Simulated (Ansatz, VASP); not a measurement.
# HfGe: VASP beside Ansatz

Wanted: the spread between two codes on one cell, functional and k mesh. The cell is generated by rule, not measured, and may not be a known phase. The cell is taken from a series of runs on this material, whose earlier steps may have relaxed, scaled, displaced or heated it; both programs get it as it stands.

Main program and level: Ansatz 0.2.0; plane waves, with VASP 6.6.1 beside it; single point at PBEsol.

The structure was built from a prototype and need not be the compound's stable phase.

## Step 1: Starting point

The structure is hexagonal, space group P6_3/mmc (No. 194). The conventional cell has a = 4.318 Å, b = 4.318 Å, c = 6.233 Å, α = 90.00°, β = 90.00°, γ = 120.00°. Nearest to Hf lie 3 Ge at 2.49 Å. Nearest to Ge lie 3 Hf at 2.49 Å. Farther neighbours are not listed.

## Step 2: Ansatz: single point, PBEsol

Ansatz runs on norm-conserving files, of PseudoDojo where its log says so.

With cell and atoms fixed, the geometry can't cause a difference; cores, projectors, grids and the points listed under the comparison can.

input.yaml reads:

```yaml
crystal:
  lattice:
    - [4.31835, 0.0, 0.0]
    - [-2.15917, 3.7398, 0.0]
    - [0.0, 0.0, 6.233]
  atoms:
    - { symbol: Hf, position: [0.333333, 0.666667, 0.25] }
    - { symbol: Hf, position: [0.666667, 0.333333, 0.75] }
    - { symbol: Ge, position: [0.666667, 0.333333, 0.25] }
    - { symbol: Ge, position: [0.333333, 0.666667, 0.75] }
kpoints:
  mp_grid: { grid: [6, 6, 4] }
hamiltonian:
  xc: pbesol
  pseudopotentials: { kind: nc }
scf:
  occupations: { method: gaussian, width: 0.1 }
output:
  forces: true
  stress: true
  eigenvalues: true
```

The run is started by

```bash
$ ansatz run input.yaml --threads 4 --pin off --max-ram 7168MiB --backend cpu --events-out ev --progress --plain --runs-dir out
```

Numbers of over 12 decimals in the logs are rounded to 6 here.

Log:

```text
Warning: the atoms were moved onto the symmetric positions of the space group found under crystal.symmetry.tolerance 1.0e-5 (fractional; no operation is sought that the atoms, as they stand in a round, miss by more than twice it, and no atom is moved by as much as it), and the run uses the moved positions. Before a round's move an operation carried an atom to 4.32e-6 Å from where it should land, the largest such dist [...]
Engine: ansatz 0.2.0, aarch64-unknown-linux-gnu
Pseudopotentials: kind: nc
Pseudopotential: Hf, nc, valence charge 12, recommended cutoff 789.130201 eV (normal), Hf.nc.azcp (PseudoDojo's, or run here from an input of PseudoDojo's: the run reads no file of this project's for it)
Pseudopotential: Ge, nc, valence charge 14, recommended cutoff 1061.244064 eV (normal), Ge.nc.azcp (PseudoDojo's, or run here from an input of PseudoDojo's: the run reads no file of this project's for it)
Functional definition: PBEsol
  exchange = pbesol_x
  correlation = pbesol_c
Crystal: 4 atoms, lattice volume = 100.661 Å³
Basis set: ecut = 1061.244064 eV, 7905 PW (Γ), exchange–correlation on 96×96×144 points (8 copies of the dense FFT grid, shifted against one another)
Bands: 32, of which v1, the nominal top of the filled ones, is band 26 counted from 1 (25 counted from 0)
Symmetry: 24 space group operations
Space group: P63/mmc (ITA 194), of the structure as read, at distance tolerance 4.7e-5 Å
k-points: 21 of 144
Non-local potential: Hf, projectors of the file, l = 0: 2, l = 1: 2, l = 2: 2, l = 3: 2
Non-local potential: Ge, projectors of the file, l = 0: 2, l = 1: 2, l = 2: 2
Initial density: superposition of atomic densities (chi_scale 0.1, normalization cell, long waves kept (reshape's long-wave potential 0.00 eV rms))
Initial wavefunctions: pseudopotential atomic-orbital guess
Functional: x = pbesol(κ = 0.804, μ = 0.123457), c = pbesol(β = 0.046)
SCF iter   1: F=—  HF=-7922.462780 eV  |F-HF|=—  |Δ(HF+E_count)|=         —  Δρ=4.86e-2  dr2=1.53e0  ethr=3.10e-3  ⟨swp⟩=6.4  Hψ=2918  notcnv=0
preconditioner: auto → Resta (q_TF=auto, 2.444 Å⁻¹)  ε∞=8.3  [insulator: Δε(μ)=0.124 eV  Ē_g=5.493 eV  σ=0.100 eV  W_gap=0.62  n_scr=22 (ndim 8)  ℏωp=14.8 eV  f_vac=0.000  D(μ)=1.27/eV (n_scr^D=2)  ε∞_Penn≈8.3]
SCF iter   2: F=—  HF=-7922.056094 eV  |F-HF|=—  |Δ(HF+E_count)|=   4.07e-1  Δρ=2.51e-2  dr2=4.79e-1  ethr=2.94e-3  ⟨swp⟩=1.6  Hψ=936  notcnv=0  defer=1
preconditioner: auto → Kerker (q_TF=auto, 2.444 Å⁻¹)  [metal: Δε(μ)=0.071 eV  Ē_g=5.509 eV  σ=0.100 eV  W_gap=0.38  n_scr=22 (ndim 8)  ℏωp=14.8 eV  f_vac=0.000  D(μ)=1.38/eV (n_scr^D=2)]
SCF iter   3: F=—  HF=-7921.945832 eV  |F-HF|=—  |Δ(HF+E_count)|=   1.10e-1  Δρ=5.73e-3  dr2=2.33e-2  ethr=9.21e-4  ⟨swp⟩=2.7  Hψ=1144  notcnv=0  defer=33
SCF iter   4: F=—  HF=-7921.943346 eV  |F-HF|=—  |Δ(HF+E_count)|=   2.49e-3  Δρ=2.93e-3  dr2=4.09e-3  ethr=4.47e-5  ⟨swp⟩=3.0  Hψ=1255  notcnv=0  defer=33
SCF iter   5: F=—  HF=-7921.942360 eV  |F-HF|=—  |Δ(HF+E_count)|=   9.86e-4  Δρ=1.10e-3  dr2=8.01e-4  ethr=7.86e-6  ⟨swp⟩=2.2  Hψ=1031  notcnv=0  defer=33
SCF iter   6: F=—  HF=-7921.942177 eV  |F-HF|=—  |Δ(HF+E_count)|=   1.83e-4  Δρ=4.40e-4  dr2=1.10e-4  ethr=1.54e-6  ⟨swp⟩=2.5  Hψ=1110  notcnv=0  defer=33
SCF iter   7: F=—  HF=-7921.942151 eV  |F-HF|=—  |Δ(HF+E_count)|=   2.62e-5  Δρ=3.19e-5  dr2=1.06e-6  ethr=2.12e-7  ⟨swp⟩=2.1  Hψ=1045  notcnv=0  defer=33
SCF iter   8: F=—  HF=-7921.942112 eV  |F-HF|=—  |Δ(HF+E_count)|=   3.87e-5  Δρ=3.77e-6  dr2=1.30e-8  ethr=1.92e-10  ⟨swp⟩=14.3  Hψ=4093  notcnv=0
SCF iter   9: F=-7921.942112 eV  HF=-7921.942112 eV  |F-HF|=1.06e-10  |Δ(HF+E_count)|=   2.13e-9  Δρ=6.73e-7  dr2=2.34e-10  ethr=2.50e-11  ⟨swp⟩=3.0  Hψ=2388  notcnv=0
SCF 1 converged in 9 iterations: F = -7921.942112 eV  dr2 = 2.34e-10
SCF converged after 9 iterations
Free energy (F): -7921.942112 eV
Harris-Foulkes:  -7921.942112 eV  (|F-HF|=1.06e-10)
Internal energy: -7921.934962 eV  (E = F + TS)
E sigma→0 (E₀):  -7921.938537 eV
Entropy (-TS):   -0.007150 eV (-1.788 meV/atom)
Fermi energy:    9.877360 eV
--- Per-component energies (eV) ---
  E_band       = -636.368169
  E_kinetic    = 4421.809005
  E_local      = -5610.741803  (includes V_loc(G=0)·N_el)
  E_nonlocal   = -2412.890133
  E_hartree    = 2124.370219
  E_xc         = -1944.209118
  E_vxc        = -1283.285926  (∫ρ·V_xc dr)
  E_ewald      = -4500.273133
  E_smearing   = -0.007150  (= −TS)
  E_closure    = -0.000000  (closes the sum)
  Σ components = -7921.942112   (vs F -7921.942112, Δ=0.00e0)
--- Forces (eV/Å), atoms counted from 1 ---
  atom   1  Hf    -0.00000000     0.00000000     0.00000000
  atom   2  Hf     0.00000000    -0.00000000     0.00000000
  atom   3  Ge     0.00000000    -0.00000000     0.00000000
  atom   4  Ge    -0.00000000     0.00000000     0.00000000
  max |Σ_I F_I| component: 1.02e-16 eV/Å
--- Stress (GPa, compression-positive) ---
       13.723055      -0.000000       0.000000
       -0.000000      13.723055       0.000000
        0.000000       0.000000     -21.573536
  P = ⅓ Tr σ = 1.9575 GPa (19.575 kbar)
--- Band table (eV; the first three rows and the last of 21) ---
  k-point 0: bands = [... 22 lower, 7.8666, 7.9426, 7.9426, 10.4464, 10.7244, 10.7244, 12.2040, 12.3864, ... 2 higher]
  k-point 1: bands = [... 22 lower, 7.8325, 7.8766, 7.8766, 9.0531, 11.0646, 11.0646, 12.2954, 12.2954, ... 2 higher]
  k-point 2: bands = [... 22 lower, 7.8081, 7.8081, 7.8081, 7.8081, 11.7884, 11.7884, 11.7884, 11.7884, ... 2 higher]
  k-point 20: bands = [... 22 lower, 8.1156, 8.1156, 8.6784, 8.6784, 10.7013, 10.7013, 11.7723, 11.7723, ... 2 higher]
```

In the SCF lines HF is the Harris–Foulkes energy and dr2 the Hartree energy of the density residual, in eV; the loop may stop once dr2 is under the threshold and the program's other checks hold. Hψ counts applications of the Hamiltonian.

The run ends at a pressure of 1.96 GPa.

## Step 3: VASP: single point, PBEsol

The same cell, functional, mesh and smearing now go to VASP, with its own data sets.

Lines of VASP's logs that name or quote its potential files are left out, and so is its time.

INCAR reads:

```
SYSTEM = HfGe
PREC = Accurate
ENCUT = 500
EDIFF = 1E-06
NELM = 120
ISMEAR = 0
SIGMA = 0.1
LREAL = .FALSE.
ALGO = Normal
GGA = PS
NBANDS = 30
LASPH = .TRUE.
LORBIT = 11
LWAVE = .FALSE.
LCHARG = .FALSE.
ISIF = 2
GGA_COMPAT = .FALSE.
```

POSCAR reads:

```
HfGe
1.0
    4.3183500000      0.0000000000      0.0000000000
   -2.1591700000      3.7398000000      0.0000000000
    0.0000000000      0.0000000000      6.2330000000
Hf Ge
2 2
Direct
    0.3333343333      0.6666676667      0.2500000000
    0.6666676667      0.3333343333      0.7500000000
    0.6666676667      0.3333343333      0.2500000000
    0.3333343333      0.6666676667      0.7500000000
```

KPOINTS reads:

```
Automatic mesh
0
Gamma
6 6 4
0 0 0
```

Potentials, in the order of the species: Hf_pv and Ge_d (PBE family, release 64).

The run is started by

```bash
$ mpirun -np 1 vasp_std
```

Log:

```text
[banner, memory and clock lines left out]
running    1 mpi-ranks, on    1 nodes
 distrk:  each k-point on    1 cores,    1 groups
 distr:  one band on    1 cores,    1 groups

 POSCAR found type information on POSCAR HfGe
 POSCAR found :  2 types and       4 ions
|                                                                             |
|               ----> ADVICE to this user running VASP <----                  |
|                                                                             |
|     You enforced a specific xc type in the INCAR file but a different       |
|     [... a line on the potential file left out ...]
|     I HOPE YOU KNOW WHAT YOU ARE DOING!                                     |
|                                                                             |

 LDA part: xc-table for (Slater+PW92), standard interpolation
 POSCAR, INCAR and KPOINTS ok, starting setup
 FFT: planning ... GRIDC
 FFT: planning ... GRID_SOFT
 FFT: planning ... GRID
 WAVECAR not read
 entering main loop
       N       E                     dE             d eps       ncg     rms          rms(c)
DAV:   1     0.419384217500E+03    0.41938E+03   -0.24359E+04  1488   0.317E+03
DAV:   2     0.335571511737E+02   -0.38583E+03   -0.37196E+03  1268   0.747E+02
DAV:   3    -0.291189122035E+02   -0.62676E+02   -0.60744E+02  1532   0.177E+02
DAV:   4    -0.322958604458E+02   -0.31769E+01   -0.31273E+01  1556   0.430E+01
DAV:   5    -0.323931154072E+02   -0.97255E-01   -0.97203E-01  1530   0.807E+00    0.608E+01
DAV:   6    -0.299715857477E+02    0.24215E+01   -0.64626E+00  1858   0.155E+01    0.350E+01
DAV:   7    -0.298626661688E+02    0.10892E+00   -0.25944E+00  1512   0.944E+00    0.620E+00
DAV:   8    -0.297909525144E+02    0.71714E-01   -0.62226E-01  1618   0.457E+00    0.147E+00
DAV:   9    -0.297866882400E+02    0.42643E-02   -0.38495E-02  1592   0.223E+00    0.163E-01
DAV:  10    -0.297867883713E+02   -0.10013E-03   -0.27367E-03  1616   0.512E-01    0.206E-01
DAV:  11    -0.297867481606E+02    0.40211E-04   -0.72296E-04  1668   0.272E-01    0.101E-01
DAV:  12    -0.297867366097E+02    0.11551E-04   -0.82697E-05  1824   0.548E-02    0.857E-03
DAV:  13    -0.297867369855E+02   -0.37579E-06   -0.30989E-06  1220   0.123E-02
   1 F= -.29786737E+02 E0= -.29783209E+02  d E =-.705551E-02
```

Parts of OUTCAR (step 3):

```text
ion  position               nearest neighbor table
   1  0.333  0.667  0.250-   3 2.49   3 2.49   3 2.49   4 3.12   4 3.12
   2  0.667  0.333  0.750-   4 2.49   4 2.49   4 2.49   3 3.12   3 3.12
   3  0.667  0.333  0.250-   1 2.49   1 2.49   1 2.49   2 3.12   2 3.12
   4  0.333  0.667  0.750-   2 2.49   2 2.49   2 2.49   1 3.12   1 3.12

  LATTYP: Found a hexagonal cell.
 ALAT       =     4.3183500000
 C/A-ratio  =     1.4433753633

 Subroutine GETGRP returns: Found 24 space group operations
 (whereof 12 operations were pure point group operations)

The static configuration has the point symmetry D_3d.
 The point group associated with its full space group is D_6h.

 Found     21 irreducible k-points:

   k-points           NKPTS =     21   k-points in BZ     NKDIM =     21   number of bands    NBANDS=     30

   dimension x,y,z NGX =    32 NGY =   32 NGZ =   48
   dimension x,y,z NGXF=    64 NGYF=   64 NGZF=   96

   ENCUT  =  500.0 eV  36.75 Ry    6.06 a.u.   7.87  7.87 11.36*2*pi/ulx,y,z

   NELECT =      48.0000    total number of electrons

 k-points in reciprocal lattice and weights: Automatic mesh
   0.00000000  0.00000000  0.00000000       0.007
   0.16666667  0.00000000  0.00000000       0.042
   0.33333333 -0.00000000  0.00000000       0.042
   0.50000000  0.00000000  0.00000000       0.021
   0.16666667  0.16666667  0.00000000       0.042
   0.33333333  0.16666667  0.00000000       0.083
   0.33333333  0.33333333  0.00000000       0.014
   0.00000000  0.00000000  0.25000000       0.014
   0.16666667  0.00000000  0.25000000       0.083
[...]
0.33333333  0.16666667  0.50000000       0.083
   0.33333333  0.33333333  0.50000000       0.014

 average (electrostatic) potential at core
       1 -39.0836       2 -39.0836       3 -74.2560       4 -74.2560

 E-fermi :   3.5104

 k-point     1 :       0.0000    0.0000    0.0000
  band No.  band energies     occupation
    ...
     19       0.6245      2.00000
     20       1.5058      2.00000
     21       1.5058      2.00000
     22       1.5800      2.00000
     23       1.5800      2.00000
     24       4.0731      0.00000
     25       4.3449      0.00000
     26       4.3449      0.00000
     27       5.8307      0.00000
     28       6.0006      0.00000
    ...

 k-point     2 :       0.1667    0.0000    0.0000
  band No.  band energies     occupation
    ...
     20       1.0574      2.00000
     21       1.3568      2.00000
     22       1.6929      2.00000
     23       1.9716      2.00000
     24       3.4733      1.40006
     25       4.1288      0.00000
     26       4.2271      0.00000
     27       6.1400      0.00000
     28       6.1584      0.00000
     29       6.2204      0.00000
    ...

 k-point     3 :       0.3333   -0.0000    0.0000
  band No.  band energies     occupation
    ...
     20       0.9481      2.00000
     21       1.2200      2.00000
     22       2.2724      2.00000
     23       2.3573      2.00000
     24       2.9037      2.00000
     25       3.7957      0.00005
     26       4.5657      0.00000
     27       5.3794      0.00000
     28       6.0635      0.00000
     29       6.3675      0.00000
    ...

  Total        8.3713604      8.3713568    -13.7974341      0.0000112      0.0000000     -0.0000000
  in kB      133.2426548    133.2425977   -219.6066905      0.0001781      0.0000000     -0.0000000
  external PRESSURE =      15.6261873 kB  Pullay stress =       0.0000000 kB

  energy-cutoff  :      500.00
  volume of cell :      100.66
      direct lattice vectors                 reciprocal lattice vectors
     4.318350000  0.000000000  0.000000000     0.231569928  0.133696680  0.000000000
    -2.159170000  3.739800000  0.000000000     0.000000000  0.267393978  0.000000000
     0.000000000  0.000000000  6.233000000     0.000000000  0.000000000  0.160436387

 POSITION                                       TOTAL-FORCE (eV/Angst)
 -----------------------------------------------------------------------------------
      0.00001      2.49320      1.55825        -0.000000     -0.000000      0.000000
      2.15918      1.24660      4.67475         0.000000      0.000000      0.000000
      2.15918      1.24660      1.55825        -0.000000      0.000000      0.000000
      0.00001      2.49320      4.67475         0.000000     -0.000000      0.000000
 -----------------------------------------------------------------------------------
    total drift:                               -0.001682     -0.002913     -0.000002

  FREE ENERGIE OF THE ION-ELECTRON SYSTEM (eV)
  ---------------------------------------------------
  free  energy   TOTEN  =       -29.7867369855 eV

  energy  without entropy=      -29.7796814775  energy(sigma->0) =      -29.78320923

 total charge
# of ion       s       p       d       tot
------------------------------------------
    1        0.336   6.357   1.568   8.261
    2        0.336   6.357   1.568   8.261
    3        1.166   1.474   9.985  12.624
    4        1.166   1.474   9.985  12.624
--------------------------------------------------
tot          3.003  15.661  23.107  41.771

[... 3 further parts left out ...]
```

Harder data sets than Hf_pv exist (the GW ones), and pressures, volumes and forces can shift noticeably with them.

## Step 4: Comparison

Known differences besides the potentials themselves: the data sets hold 52 valence electrons in Ansatz (on norm-conserving files, of PseudoDojo where its log says so) and 48 in VASP; the cutoff is 1061.24 eV in Ansatz and 500 eV in VASP. Total energies have different zeros and are not compared.

The two programs side by side:

| quantity | Ansatz | VASP | difference |
| --- | --- | --- | --- |
| pressure (GPa) | 1.96 | 1.56 | +0.39 |

## Step 5: Summary of results

```yaml
difference_in_pressure_single_point_pbesol: 0.39 GPa
```

The difference in pressure is 0.39 GPa (single point, PBEsol), within the 1 GPa picked in this series as the mark of a large difference. The data sets hold unlike numbers of valence electrons (52 in Ansatz and 48 in VASP), so part of the differences comes from the potentials. Such differences can come from data sets, numerical settings and the points named under the comparisons, not from the functional's error against experiment.

[Lines on the potential files, build, host, timing and source positions are cut from VASP's logs without a mark.]

[Logs are printed without paths, hosts, clocks, repeated set-up lines and the standing remarks that a program may print on its own settings, such as how far it seeks lower states.]

[Hosts, paths, dates, database ids (printed as entryN), source tags and the programs' standing remarks are cut or masked in the printed files.]
